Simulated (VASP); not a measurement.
Consider the following.

```xyz
4
Lattice="3.5700 0.0000 0.0000 0.0000 3.5700 0.0000 0.0000 0.0000 3.5700" Properties=species:S:1:pos:R:3 pbc="T T T"
Al     0.0000     0.0000     0.0000
Ni     0.0000     1.7850     1.7850
Ni     1.7850     0.0000     1.7850
Ni     1.7850     1.7850     0.0000
```
Starting moments (μB, in the order of the record's atoms Al Ni Ni Ni): 0.0 0.2 0.2 0.2.

Method: PW91 GGA, VASP's PBE PAW potentials (set 64) (plane waves; VASP). Numerical set-up: 520 eV cut-off, 10×10×10 Γ-centred mesh, tetrahedra with Blöchl corrections, potentials Al Ni.

The cores are frozen, which limits the accuracy of field gradients.

Task: Give the principal components of the electric field gradient (V/Å²) and the asymmetry η at each nucleus.

Result: 
| atom | Vxx | Vyy | Vzz | η |
|---|---|---|---|---|
| Al1 | 0.0 | 0.0 | 0.0 | - |
| Ni2 | 3.9 | 3.9 | -7.7 | 0.00 |
| Ni3 | 3.9 | 3.9 | -7.7 | 0.00 |
| Ni4 | 3.9 | 3.9 | -7.7 | 0.00 |

The compound is Ni3Al in the L1_2 structure. The cell was not relaxed at this level.
